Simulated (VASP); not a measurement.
Here is a VASP 6.6.1 calculation.

The input INCAR:

```
SYSTEM = Na2Sb
PREC = Accurate
ENCUT = 520
EDIFF = 1E-7
ISMEAR = -1
SIGMA = 0.05
LREAL = .FALSE.
LASPH = .TRUE.
NELM = 60
ALGO = Normal
ISIF = 2
LWAVE = .FALSE.
LCHARG = .TRUE.
GGA = PE
LELF = .TRUE.
LVHAR = .TRUE.
NBANDS = 16
```

KPOINTS

```
regular mesh
0
G
  8 8 6
  0 0 0
```

File POSCAR:

```
Na2Sb
1.0
    3.2864363100      0.0000000000      0.0000000000
    0.0000000000      3.2864363100      0.0000000000
    0.0000000000      0.0000000000      4.6420225200
Na Sb
2 1
Direct
    0.5000000000      0.0000000000      0.5000000000
    0.0000000000      0.5000000000      0.5000000000
    0.0000000000      0.0000000000      0.0000000000
```

Potentials or basis: VASP PAW PBE potentials, release 64 (Na_pv, Sb).

The run is started by

```bash
$ cat potpaw_PBE.64/Na_pv/POTCAR potpaw_PBE.64/Sb/POTCAR > POTCAR
$ mpirun -np 1 vasp_std > vasp.out
```

**Question.** Predict the band gap on the k mesh.

**Answer.** None (metal or under the smearing width).

**Question.** Predict the pressure.

**Answer.** 35.8 GPa.

Stress tensor (GPa, compression positive):
```
39.42  0.00  0.00
 0.00 39.42  0.00
 0.00  0.00 28.61
```

Caveat: a pressure of tens of GPa on the cell as given is suspect, and the run, the potentials or the cell itself is likely at fault. The run has no spin-orbit coupling, so splittings on Sb are missing.
